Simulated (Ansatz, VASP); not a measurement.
# H8C7 (amorphous trans-polyacetylene at 250 K): VASP beside Ansatz

Aim: how closely do two programs agree when they are given the same cell, functional and k mesh? The cell is taken from a series of runs on this material, whose earlier steps may have relaxed, scaled, displaced or heated it; both programs get it as it stands.

Main program and level: Ansatz 0.2.0; plane waves, with VASP 6.6.1 beside it; single point at PBE with D3(BJ).

**1. Set-up**

The cell holds 180 atoms: 84 C and 96 H. Its edges and angles: a = 11.950 Å, b = 11.950 Å, c = 11.950 Å, α = 90.0°, β = 90.0°, γ = 90.0°. As first built, before any earlier steps moved the atoms (in the runner's words): 3 trans-polyacetylene chains of 13 units placed at random, at 1.08 g/cm^3; overlaps pushed apart, then 20 ps at 800 K with MMFF94 bonds, angles, torsions, charges and radii (Halgren, J. Comput. Chem. 17, 490 (1996)) in harmonic and 12-6 forms; charges of ions scaled by 0.8. Snapshot after 30 ps at 250 K and fixed volume.

**2. Ansatz: single point, PBE with D3(BJ)**

Ansatz runs on its default PAW (the set named soft_2) files.

With cell and atoms fixed, the geometry can't cause a difference; cores, projectors, grids and the points listed under the comparison can.

File input.yaml:

```yaml
crystal:
  lattice:
    - [11.9497, 0.0, 0.0]
    - [0.0, 11.9497, 0.0]
    - [0.0, 0.0, 11.9497]
  atoms:
    - { symbol: C, position: [0.04355, 0.38996, 0.72076] }
    - { symbol: C, position: [0.9871, 0.43268, 0.61832] }
    - { symbol: C, position: [0.93841, 0.3691, 0.53796] }
    - { symbol: C, position: [0.87119, 0.41668, 0.45093] }
    - { symbol: C, position: [0.80149, 0.35934, 0.38074] }
    - { symbol: C, position: [0.72174, 0.41449, 0.31188] }
    - { symbol: C, position: [0.64822, 0.36508, 0.23877] }
    - { symbol: C, position: [0.57877, 0.42978, 0.16749] }
    - { symbol: C, position: [0.52877, 0.39314, 0.07066] }
    - { symbol: C, position: [0.47715, 0.4679, 0.99425] }
    - { symbol: C, position: [0.44933, 0.44194, 0.88562] }
    - { symbol: C, position: [0.39804, 0.51622, 0.80894] }
    - { symbol: C, position: [0.37472, 0.48362, 0.70078] }
    - { symbol: C, position: [0.31562, 0.5407, 0.61532] }
    - { symbol: C, position: [0.27025, 0.64683, 0.61816] }
    - { symbol: C, position: [0.20811, 0.69464, 0.52899] }
    - { symbol: C, position: [0.15425, 0.63424, 0.44655] }
    - { symbol: C, position: [0.11053, 0.6764, 0.34465] }
    - { symbol: C, position: [0.13308, 0.77877, 0.29648] }
    - { symbol: C, position: [0.09497, 0.80857, 0.1887] }
    - { symbol: C, position: [0.11489, 0.90969, 0.13738] }
    - { symbol: C, position: [0.082, 0.93513, 0.02651] }
    - { symbol: C, position: [0.10008, 0.03739, 0.97738] }
    - { symbol: C, position: [0.08253, 0.06773, 0.86321] }
    - { symbol: C, position: [0.06064, 0.99877, 0.77451] }
    - { symbol: C, position: [0.05179, 0.0395, 0.66227] }
    - { symbol: C, position: [0.03483, 0.97693, 0.56941] }
    - { symbol: C, position: [0.02978, 0.02448, 0.45438] }
    - { symbol: H, position: [0.1286, 0.42408, 0.72933] }
    - { symbol: H, position: [0.04773, 0.29828, 0.72132] }
[... 144 atom lines left out ...]
    - { symbol: H, position: [0.69064, 0.01093, 0.06452] }
    - { symbol: H, position: [0.76321, 0.19183, 0.13615] }
    - { symbol: H, position: [0.96465, 0.04791, 0.20252] }
    - { symbol: H, position: [0.92253, 0.30382, 0.20296] }
    - { symbol: H, position: [0.04888, 0.23902, 0.15689] }
    - { symbol: H, position: [0.01139, 0.23342, 0.29871] }
kpoints:
  mp_grid: { grid: [1, 1, 1] }
hamiltonian:
  xc: pbe
  dispersion: d3bj
scf:
  occupations: { method: fermi_dirac, width: 0.05 }
output:
  forces: true
  stress: true
  populations: intrinsic
  dos:
    method: { smearing: { sigma: 0.1 } }
    de: 0.1
    projected: { site_lists: { C: [C], H: [H] } }
  eigenvalues: true
  write_density: true
  write_potential: true
  volumetric_format: npy
```

Command:

```
ansatz run input.yaml --threads 4 --pin off --max-ram 8192MiB --backend cpu --events-out ev --progress --plain --runs-dir out
```

Numbers of over 12 decimals in the logs are rounded to 6 here.

The log of the run:

```text
Engine: ansatz 0.2.0, x86_64-unknown-linux-gnu
Pseudopotentials: kind: paw
Pseudopotential: C, paw, valence charge 4, recommended cutoff 420 eV (normal), C.paw.azcp
Pseudopotential: H, paw, valence charge 1, recommended cutoff 420 eV (normal), H.paw.azcp
Functional definition: PBE
  parameter kappa = 0.804
  parameter beta = 0.066725
  exchange = pbe_x(kappa = kappa, mu = beta*pi^2/3)
  correlation = pbe_c(beta = beta)
Crystal: 180 atoms, lattice volume = 1706.361 Å³
Basis set: ecut = 420 eV, 33371 PW (Γ), exchange–correlation on 160×160×160 points (8 copies of the dense FFT grid, shifted against one another)
Bands: 396, of which v1, the nominal top of the filled ones, is band 216 counted from 1 (215 counted from 0)
Symmetry: 1 space group operations
Space group: P1 (ITA 1), of the structure as read, at distance tolerance 1.2e-4 Å
k-points: 1
Non-local potential: C, projectors of the file, l = 0: 2, l = 1: 2, l = 2: 1
Non-local potential: H, projectors of the file, l = 0: 2, l = 1: 1
PAW form: soft (Blöchl's): semilocal exchange-correlation on the pseudo side does not see the compensation charge
PAW one-centre angular grid: C, 110 points (default); XC on 64 Gauss nodes
PAW one-centre angular grid: H, 110 points (default); XC on 64 Gauss nodes
Initial density: superposition of atomic densities (neutral atoms: chi_scale 0, normalization atom), corrected by the library's trained network
Initial wavefunctions: pseudopotential atomic-orbital guess
Functional: x = pbe(κ = 0.804, μ = 0.219515), c = pbe(β = 0.066725)
SCF iter   1: F=—  HF=-22612.150065 eV  |F-HF|=—  |Δ(HF+E_count)|=         —  Δρ=4.28e-3  dr2=3.49e-1  ethr=1.77e-3  ⟨swp⟩=5.0  Hψ=1590  notcnv=0  defer=165
preconditioner: auto → Resta (q_TF=auto, 2.170 Å⁻¹)  ε∞=2.5  [insulator: Δε(μ)=0.783 eV  Ē_g=15.056 eV  σ=0.050 eV  W_gap=1.00  n_scr=304 (ndim 8)  ℏωp=18.7 eV  f_vac=0.122  D(μ)=0.06/eV (n_scr^D=0)  ε∞_Penn≈2.5]
SCF iter   2: F=—  HF=-22612.121689 eV  |F-HF|=—  |Δ(HF+E_count)|=   2.84e-2  Δρ=2.23e-3  dr2=7.05e-2  ethr=8.08e-5  ⟨swp⟩=2.0  Hψ=672  notcnv=0  defer=165
SCF iter   3: F=—  HF=-22612.130454 eV  |F-HF|=—  |Δ(HF+E_count)|=   8.77e-3  Δρ=9.94e-4  dr2=2.56e-2  ethr=1.63e-5  ⟨swp⟩=2.0  Hψ=361  notcnv=0  defer=165
SCF iter   4: F=—  HF=-22612.131966 eV  |F-HF|=—  |Δ(HF+E_count)|=   1.51e-3  Δρ=3.39e-4  dr2=2.97e-3  ethr=5.94e-6  ⟨swp⟩=2.0  Hψ=403  notcnv=0  defer=165
SCF iter   5: F=—  HF=-22612.132302 eV  |F-HF|=—  |Δ(HF+E_count)|=   3.35e-4  Δρ=1.35e-4  dr2=4.36e-4  ethr=6.87e-7  ⟨swp⟩=2.0  Hψ=440  notcnv=0  defer=165
SCF iter   6: F=—  HF=-22612.132501 eV  |F-HF|=—  |Δ(HF+E_count)|=   1.99e-4  Δρ=6.18e-5  dr2=1.11e-4  ethr=1.01e-7  ⟨swp⟩=2.0  Hψ=444  notcnv=0  defer=165
SCF iter   7: F=—  HF=-22612.132512 eV  |F-HF|=—  |Δ(HF+E_count)|=   1.11e-5  Δρ=2.17e-5  dr2=1.20e-5  ethr=2.56e-8  ⟨swp⟩=2.0  Hψ=401  notcnv=0  defer=165
SCF iter   8: F=—  HF=-22612.132763 eV  |F-HF|=—  |Δ(HF+E_count)|=   2.51e-4  Δρ=1.18e-5  dr2=3.85e-6  ethr=2.77e-9  ⟨swp⟩=2.0  Hψ=612  notcnv=0  defer=165
SCF iter   9: F=—  HF=-22612.132764 eV  |F-HF|=—  |Δ(HF+E_count)|=   5.46e-7  Δρ=3.73e-6  dr2=3.02e-7  ethr=8.91e-10  ⟨swp⟩=2.0  Hψ=387  notcnv=0  defer=165
SCF iter  10: F=-22612.132764 eV  HF=-22612.132764 eV  |F-HF|=1.47e-8  |Δ(HF+E_count)|=   1.49e-7  Δρ=1.83e-6  dr2=8.58e-8  ethr=2.31e-11  ⟨swp⟩=21.0  Hψ=3567  notcnv=0
SCF 1 converged in 10 iterations: F = -22612.132764 eV  dr2 = 8.58e-8
  greatest PAW one-centre occupation: 0.681 electrons in one spin orbital (limit 2), on the C atom at site 126 (counted from 0), in its partial waves of l = 0
[...]
atom 171  H     -0.00254411    -0.00041949    -0.00159242
  atom 172  H      0.00102831    -0.00207739     0.00019971
  atom 173  H      0.00103009    -0.00393988     0.00015474
  atom 174  H     -0.00239970     0.00030288    -0.00264402
  atom 175  H      0.00171112    -0.00174308     0.00147956
  atom 176  H     -0.00071655    -0.00483627    -0.00055850
  atom 177  H     -0.00331371     0.00106774    -0.00095062
  atom 178  H      0.00388331    -0.00457981    -0.00114156
  atom 179  H     -0.00260758     0.00232105     0.00143150
  atom 180  H     -0.00153581    -0.00163500    -0.00169084
  max |Σ_I F_I| component: 3.66e-5 eV/Å
--- Stress (GPa, compression-positive) ---
        0.240213      -0.004829      -0.074326
       -0.004828       1.247644       0.186428
       -0.074326       0.186428       0.727194
  P = ⅓ Tr σ = 0.7384 GPa (7.384 kbar)
--- Band table (eV) ---
  k-point 0: bands = [... 212 lower, 0.9127, 1.3082, 1.3560, 1.4054, 2.1704, 2.1955, 2.2260, 2.7691, ... 176 higher]
--- intrinsic populations: 180 sites ---
  site symbol       q [e]
     0      C      4.5078
     1      C      4.1483
     2      C      4.1856
     3      C      4.1551
     4      C      4.1703
     5      C      4.1578
     6      C      4.1789
     7      C      4.1505
     8      C      4.1736
     9      C      4.1681
    10      C      4.1651
    11      C      4.1577
    12      C      4.1744
    13      C      4.1802
    14      C      4.1743
    15      C      4.1718
    16      C      4.1821
    17      C      4.1670
    18      C      4.1713
    19      C      4.1649
    20      C      4.1744
    21      C      4.1670
    22      C      4.1751
    23      C      4.1771
[...]
172      H      0.8373
   173      H      0.8364
   174      H      0.8230
   175      H      0.8346
   176      H      0.8353
   177      H      0.8322
   178      H      0.8190
   179      H      0.8215
  spilling = -0.000000 (of n_electrons = 432.000000)
```

In the SCF lines HF is the Harris–Foulkes energy and dr2 the Hartree energy of the density residual, in eV; the loop may stop once dr2 is under the threshold and the program's other checks hold. Hψ counts applications of the Hamiltonian.

**3. VASP: single point, PBE with D3(BJ)**

The same cell, functional, mesh and smearing now go to VASP, with its own data sets.

Lines of VASP's logs that name or quote its potential files are left out, and so is its time.

File INCAR:

```
SYSTEM = H8C7
PREC = Accurate
ENCUT = 600
EDIFF = 1E-06
NELM = 120
ISMEAR = -1
SIGMA = 0.05
LREAL = Auto
ALGO = Normal
GGA = PE
IVDW = 12
NBANDS = 342
LORBIT = 11
LWAVE = .FALSE.
LCHARG = .FALSE.
ISIF = 2
LASPH = .TRUE.
GGA_COMPAT = .FALSE.
EFERMI = MIDGAP
```

File POSCAR:

```
H8C7
1.0
   11.9497000000      0.0000000000      0.0000000000
    0.0000000000     11.9497000000      0.0000000000
    0.0000000000      0.0000000000     11.9497000000
C H
84 96
Direct
    0.0435500000      0.3899600000      0.7207600000
    0.9871000000      0.4326800000      0.6183200000
    0.9384100000      0.3691000000      0.5379600000
    0.8711900000      0.4166800000      0.4509300000
    0.8014900000      0.3593400000      0.3807400000
    0.7217400000      0.4144900000      0.3118800000
    0.6482200000      0.3650800000      0.2387700000
    0.5787700000      0.4297800000      0.1674900000
    0.5287700000      0.3931400000      0.0706600000
    0.4771500000      0.4679000000      0.9942500000
    0.4493300000      0.4419400000      0.8856200000
    0.3980400000      0.5162200000      0.8089400000
    0.3747200000      0.4836200000      0.7007800000
    0.3156200000      0.5407000000      0.6153200000
    0.2702500000      0.6468300000      0.6181600000
    0.2081100000      0.6946400000      0.5289900000
    0.1542500000      0.6342400000      0.4465500000
    0.1105300000      0.6764000000      0.3446500000
    0.1330800000      0.7787700000      0.2964800000
    0.0949700000      0.8085700000      0.1887000000
    0.1148900000      0.9096900000      0.1373800000
    0.0820000000      0.9351300000      0.0265100000
    0.1000800000      0.0373900000      0.9773800000
    0.0825300000      0.0677300000      0.8632100000
    0.0606400000      0.9987700000      0.7745100000
    0.0517900000      0.0395000000      0.6622700000
    0.0348300000      0.9769300000      0.5694100000
    0.0297800000      0.0244800000      0.4543800000
    0.4429900000      0.6426000000      0.3399300000
    0.4178900000      0.6836800000      0.2252900000
[... 144 atom lines left out ...]
    0.6906400000      0.0109300000      0.0645200000
    0.7632100000      0.1918300000      0.1361500000
    0.9646500000      0.0479100000      0.2025200000
    0.9225300000      0.3038200000      0.2029600000
    0.0488800000      0.2390200000      0.1568900000
    0.0113900000      0.2334200000      0.2987100000
```

File KPOINTS:

```
Automatic mesh
0
Gamma
1 1 1
0 0 0
```

The projector-augmented-wave data sets are C and H (PBE family, release 64).

Command:

```
export OMP_NUM_THREADS=3
mpirun -np 1 vasp_gam
```

The log of the run:

```text
[banner, memory and clock lines left out]
running    1 mpi-ranks, on    1 nodes
[...]
Offloading initialized ...    1 GPUs detected
[...]
LDA part: xc-table for (Slater+PW92), standard interpolation
 POSCAR, INCAR and KPOINTS ok, starting setup
[...]
entering main loop
       N       E                     dE             d eps       ncg     rms          rms(c)
DAV:   1     0.284303133436E+04    0.28430E+04   -0.23791E+05   692   0.131E+03
DAV:   2    -0.847608297470E+03   -0.36906E+04   -0.34678E+04   850   0.280E+02
DAV:   3    -0.119341258897E+04   -0.34580E+03   -0.34147E+03   856   0.846E+01
DAV:   4    -0.120241478734E+04   -0.90022E+01   -0.89694E+01   856   0.155E+01
[...]
DAV:  15    -0.109711011392E+04    0.83442E-05   -0.32850E-05   784   0.113E-02    0.737E-03
DAV:  16    -0.109711011250E+04    0.14207E-05   -0.61162E-06   784   0.690E-03    0.412E-03
DAV:  17    -0.109711011317E+04   -0.66785E-06   -0.34546E-06   784   0.375E-03
   1 F= -.11094278E+04 E0= -.11094271E+04  d E =-.147048E-02
```

From OUTCAR (step 3):

```text
  FREE ENERGIE OF THE ION-ELECTRON SYSTEM (eV)
  ---------------------------------------------------
  free  energy   TOTEN  =     -1109.4277861102 eV

  energy  without entropy=    -1109.4263156296  energy(sigma->0) =    -1109.42705087
```

The run ends at a pressure of 0.69 GPa, with forces up to 0.068 eV/Å.

**4. Differences**

Known differences besides the potentials themselves: the cutoff is 420 eV in Ansatz and 600 eV in VASP (PREC = Accurate, projectors in real space). Total energies have different zeros and are not compared.

Compared:

```tsv
quantity	Ansatz	VASP	difference
pressure (GPa)	0.74	0.69	+0.05
gap on the k mesh (eV)	0.765	0.765	0.000
```

At this near-relaxed geometry the largest component of a force difference is 27 meV/Å. A gap on the mesh is an upper bound, since the band edges may lie between its points.

**5. Results**

| Quantity | Value |
| --- | --- |
| difference in gap on the k mesh (single point, PBE with D3(BJ)) | -3.0e-5 eV |
| r.m.s. force difference (single point, PBE with D3(BJ)) | 11 meV/Å |

The r.m.s. force difference is 11 meV/Å (single point, PBE with D3(BJ)), within the 12 meV/Å picked in this series as the mark of a large difference. Such differences can come from data sets, numerical settings and the points named under the comparisons, not from the functional's error against experiment.

[Lines on the potential files, build, host, timing and source positions are cut from VASP's logs without a mark.]

[Logs are printed without paths, hosts, clocks, repeated set-up lines and the standing remarks that a program may print on its own settings, such as how far it seeks lower states.]

[Hosts, paths, dates, database ids (printed as entryN), source tags and the programs' standing remarks are cut or masked in the printed files.]

[The MMFF94 radii named for the starting cell were scaled by 0.96; in molecules described by MMFF94, hydrogen bound to N, O or S took a small fixed 12-6 site in their place.]
